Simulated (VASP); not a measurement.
OSZICAR of a VASP run on KBr (rock salt):

**OSZICAR**
```
       N       E                     dE             d eps       ncg     rms          rms(c)
DAV:   1     0.101333503645E+03    0.10133E+03   -0.69974E+03   384   0.117E+03
DAV:   2     0.457767663548E+00   -0.10088E+03   -0.93408E+02   488   0.261E+02
DAV:   3    -0.611520670683E+01   -0.65730E+01   -0.65307E+01   496   0.621E+01
DAV:   4    -0.640705119377E+01   -0.29184E+00   -0.29131E+00   704   0.108E+01
DAV:   5    -0.640791894040E+01   -0.86775E-03   -0.86772E-03   488   0.649E-01    0.288E+00
DAV:   6    -0.622545156079E+01    0.18247E+00   -0.29619E-01   460   0.279E+00    0.209E+00
DAV:   7    -0.621244591117E+01    0.13006E-01   -0.13978E-01   476   0.217E+00    0.998E-01
DAV:   8    -0.622246179549E+01   -0.10016E-01   -0.16788E-02   516   0.107E+00    0.130E-01
DAV:   9    -0.622311604344E+01   -0.65425E-03   -0.78637E-04   496   0.190E-01    0.826E-02
DAV:  10    -0.622359943227E+01   -0.48339E-03   -0.56045E-04   448   0.172E-01    0.161E-02
DAV:  11    -0.622360372278E+01   -0.42905E-05   -0.19615E-05   532   0.287E-02    0.499E-03
DAV:  12    -0.622360661539E+01   -0.28926E-05   -0.39145E-06   436   0.170E-02    0.472E-03
DAV:  13    -0.622360686021E+01   -0.24481E-06   -0.47336E-07   372   0.424E-03
   1 F= -.62236069E+01 E0= -.62236069E+01  d E =-.604569E-14
```

### Question
Which electronic solver shows in the log?

### Answer
It is blocked Davidson (ALGO = Normal, or the opening steps of other solvers). The INCAR had ALGO = Normal.

### Question
Can the final energy be trusted as converged?

### Answer
Self-consistency was reached. It stopped with EDIFF = 1E-6, NELM = 100 (PBE GGA, plane waves, VASP's PBE PAW potentials (set 64)).

The compound is KBr in the rock salt structure. It was relaxed first.
